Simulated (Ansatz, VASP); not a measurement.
## Be2H3Br in VASP and in Ansatz

```xyz
6
Lattice="3.0676 1.7711 2.2347 -3.0676 1.7711 2.2347 0.0000 -3.5421 2.2347" Properties=species:S:1:pos:R:3 pbc="T T T"
Be    0.0000    0.0000    2.2595
Be    0.0000    0.0000    4.4445
H     1.5338    0.8855    1.1173
H    -1.5338    0.8855    1.1173
H     0.0000   -1.7711    1.1173
Br    0.0000    0.0000    0.0000
```

Change from the starting cell: species swapped into the Dy2FeCo3 type (R-3m, No. 166).

Alike in both runs: functional PBE; k mesh 12 × 12 × 12; occupations gaussian, width 0.1 eV; no spin polarisation.

Ansatz relaxed the structure, and its values are those at the end. VASP's run is a single point on that final structure, the one shown.

|  | VASP | Ansatz |
| --- | --- | --- |
| version | VASP 6.6.1 | Ansatz 0.2.0 |
| potentials or method | VASP PAW PBE potentials, release 64 (Be, H, Br) | scalar-relativistic, plane waves, PAW |
| plane-wave cutoff (eV) | 520 | 420 |
| valence electrons in the cell | 14 | 14 |

Ansatz gave:

```
gap on the k mesh at the Fermi level (eV) : none
pressure (GPa)                            : 0.0
```

Estimate VASP's values.

gap on the k mesh at the Fermi level (eV): none; pressure (GPa): -0.1.

A gap of «none» marks a metal or a gap that the smearing closes. The functional is the same, so the differences come from potentials, cutoffs and numerics.
